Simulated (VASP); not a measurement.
OSZICAR of a VASP run on SbPd (a trial cell in the rocksalt structure, space group Fm-3m):

**OSZICAR**
```
       N       E                     dE             d eps       ncg     rms          rms(c)
DAV:   1     0.555400671465E+02    0.55540E+02   -0.51165E+03  1042   0.874E+02
DAV:   2    -0.772523160112E+01   -0.63265E+02   -0.57591E+02  1163   0.185E+02
DAV:   3    -0.957759170030E+01   -0.18524E+01   -0.18235E+01  1153   0.347E+01
DAV:   4    -0.959331106470E+01   -0.15719E-01   -0.15715E-01  1169   0.348E+00
DAV:   5    -0.959355528479E+01   -0.24422E-03   -0.24421E-03  1177   0.473E-01    0.345E+00
DAV:   6    -0.954090298416E+01    0.52652E-01   -0.19488E-01  1106   0.464E+00    0.176E+00
DAV:   7    -0.952598234642E+01    0.14921E-01   -0.80539E-02  1055   0.244E+00    0.116E+00
DAV:   8    -0.951991710083E+01    0.60652E-02   -0.34812E-02  1088   0.197E+00    0.236E-01
DAV:   9    -0.951989683084E+01    0.20270E-04   -0.64239E-04  1117   0.206E-01    0.939E-02
DAV:  10    -0.951993072399E+01   -0.33893E-04   -0.63839E-05  1165   0.715E-02    0.124E-02
DAV:  11    -0.951993235552E+01   -0.16315E-05   -0.60989E-06  1141   0.278E-02    0.449E-03
DAV:  12    -0.951993167052E+01    0.68500E-06   -0.72075E-07   610   0.799E-03
   1 F= -.95199317E+01 E0= -.95196353E+01  d E =-.889138E-03
```

Which electronic solver shows in the log?

It is blocked Davidson (ALGO = Normal, or the opening steps of other solvers). The INCAR had ALGO = Normal.

Can the final energy be trusted as converged?

The calculation finished and met its thresholds. It stopped with EDIFF = 1E-6, NELM = 100 (PBE GGA, plane waves, VASP's PBE PAW potentials (set 64)).

The structure was generated: SbPd was put into the rocksalt type (Fm-3m), which need not be its known phase. The cell was not relaxed at this level. The run is one of a series of settings (PREC = Low against the base run), some of them coarse on purpose. The electron count is odd and the run is not spin-polarised, which forces a metal.
